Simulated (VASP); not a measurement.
Consider the following.

```
CELL_PARAMETERS angstrom
      4.09020     0.00000     0.00000
      0.00000     4.09020     0.00000
      0.00000     0.00000     6.55146
ATOMIC_POSITIONS crystal
  Cu 0.50000 0.50000 0.00000
  Cu 0.00000 0.00000 0.00000
  I  0.50000 0.00000 0.25697
  I  0.00000 0.50000 0.74303
```

Level of theory: PBEsol GGA, VASP's PBE PAW potentials (set 64) (plane waves; VASP). Run with 300 eV cut-off, 4×4×3 Γ-centred mesh, Fermi-Dirac smearing of 0.050 eV, potentials Cu I.

At this cut-off the stress carries a Pulay error, which pulls relaxed volumes low. Unless said otherwise, spin-orbit coupling is left out, though it shifts the bands of the heavy elements here.

Problem. What does the run give for the energy per atom (σ→0), pressure, band gap (on the k-mesh) with the smallest direct gap where there is one?

Solution. 
```
Item                                                 Result
-----------------------------------  ----------------------
band gap (on the k-mesh)                            1.50 eV
smallest direct gap (on the k-mesh)                 1.50 eV
energy per atom (σ→0)                -303.7 kJ/mol of atoms
pressure                                          -1.92 GPa
```

Total energies compare only between runs with the same potentials, cut-off and functional.

The structure comes from a computed database's CuI entry (P4/nmm); how it stands against other phases isn't given here. The cell was not relaxed at this level.
